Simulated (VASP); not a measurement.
An input for Ansatz (written as the equivalent of a VASP run, and not itself run):

Ansatz 0.2 input:
```yaml
crystal:
  lattice:
    - [0.0000000, 3.5972242, 3.5972242]
    - [3.5972242, 0.0000000, 3.5972242]
    - [3.5972242, 3.5972242, 0.0000000]
  atoms:
    - { symbol: Ba, position: [0.0000000, 0.0000000, 0.0000000] }
    - { symbol: Te, position: [0.5000000, 0.5000000, 0.5000000] }
kpoints:
  mp_grid: { grid: [6, 6, 6] }
hamiltonian:
  xc: pbe
  pseudopotentials: { kind: paw }
scf:
  occupations: { method: gaussian, width: 0.05 }
  max_iter: 100
relax:
  max_steps: 30
  f_tol: 0.01
output: { forces: true, stress: true, eigenvalues: true }
```

Question: Translate this input to VASP (INCAR, KPOINTS, POSCAR, choice of POTCAR).

Answer: Several could match; the one computed here: 
### INCAR
```
SYSTEM = BaTe
PREC = Accurate
ENCUT = 480
EDIFF = 1E-7
NELM = 100
ALGO = Normal
LREAL = .FALSE.
LASPH = .TRUE.
ISMEAR = 0
SIGMA = 0.05
GGA = PE
LMAXMIX = 4
LWAVE = .FALSE.
LCHARG = .FALSE.
ISIF = 2
IBRION = 2
NSW = 30
EDIFFG = -0.01
```

POSCAR:
```
BaTe
1
    0.0000000000     3.5972241569     3.5972241569
    3.5972241569     0.0000000000     3.5972241569
    3.5972241569     3.5972241569     0.0000000000
Ba Te
1 1
Direct
  0.0000000000   0.0000000000   0.0000000000
  0.5000000000   0.5000000000   0.5000000000
```

### KPOINTS
```
Automatic mesh
0
Gamma
6 6 6
0 0 0
```

POTCAR, in this order: Ba_sv Te (PBE.64 set). Program: vasp_std.

What does not carry over: each code has its own PAW files, so the cut-off isn't converted (ENCUT is set for VASP's; basis.ecutwfc is left out, and Ansatz then takes the one that its files recommend); Ansatz stops its SCF on the density residual and VASP on the energy change (EDIFF).

The compound is BaTe in the rock salt structure. This cell was strained or had an atom moved on purpose.
